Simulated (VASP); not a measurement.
A VASP calculation is set up with these files.

File POSCAR:
```
SnSe2
3.810
  0.5000000000  -0.8660254593   0.0000000000
  0.5000000000   0.8660254593   0.0000000000
  0.0000000000   0.0000000000   1.6115485564
Sn Se
1 2
Direct
  0.0000000000   0.0000000000   0.0000000000
  0.3333330000   0.6666670000   0.2500000000
  0.6666670000   0.3333330000   0.7500000000
```

KPOINTS:
```
Automatic mesh
0
G
  7 7 4
```

**INCAR**
```
LREAL=.FALSE.   ! projection in real space or not
LSORBIT=.TRUE.
EDIFF=1E-6   ! SCF stop (eV)
MAGMOM=9*0.0
LASPH=.TRUE.   ! aspherical one-centre terms
NELM=100
LNONCOLLINEAR=.TRUE.
ALGO=Normal   ! blocked Davidson
LCHARG=.FALSE.
SYSTEM=SnSe2
SIGMA=0.05   ! width (eV)
GGA=PE
LWAVE=.FALSE.
ISMEAR=-1
LORBIT=11
PREC=Accurate
LMAXMIX=4
ENCUT=300
GGA_COMPAT=.FALSE.
ISIF=2
```

POTCAR, in this order: Sn_d Se (PBE.64 set). Program: vasp_ncl.

Task: Write an equivalent input for Quantum ESPRESSO's pw.x.

Result: One equivalent input (not run):
```
&CONTROL
  calculation = 'scf'
  pseudo_dir = './pseudo'
  outdir = './out'
  tprnfor = .true.
  tstress = .true.
/
&SYSTEM
  ibrav = 0
  nat = 3
  ntyp = 2
  ecutwfc = 86
  occupations = 'smearing'
  smearing = 'fermi-dirac'
  degauss = 0.003675
  input_dft = 'pbe'
  noncolin = .true.
  lspinorb = .true.
/
&ELECTRONS
  conv_thr = 7.3e-08
  electron_maxstep = 100
/
ATOMIC_SPECIES
  Sn 118.710 Sn.upf
  Se 78.971 Se.upf
CELL_PARAMETERS angstrom
     1.9050000   -3.2995570    0.0000000
     1.9050000    3.2995570    0.0000000
     0.0000000    0.0000000    6.1400000
ATOMIC_POSITIONS crystal
  Sn   0.0000000  0.0000000  0.0000000
  Se   0.3333330  0.6666670  0.2500000
  Se   0.6666670  0.3333330  0.7500000
K_POINTS automatic
  7 7 4 0 0 0
```
Limits of the translation: the potentials are each code's own (VASP's PAW set, PseudoDojo norm-conserving files, fully relativistic, in pw.x), so ENCUT and ecutwfc are chosen apart and not converted; conv_thr bounds pw.x's estimated SCF error, while EDIFF bounds the energy change between steps.

The structure is a typed SnSe2 crystal (P-3m1). The cell was not relaxed at this level. The run is one of a series of settings (GGA_COMPAT = .FALSE., LNONCOLLINEAR = .TRUE., LSORBIT = .TRUE., MAGMOM = 0.0 0.0 0.0 0.0 0.0 0.0 0.0 0.0 0.0, program vasp_ncl against the base run), some of them coarse on purpose.
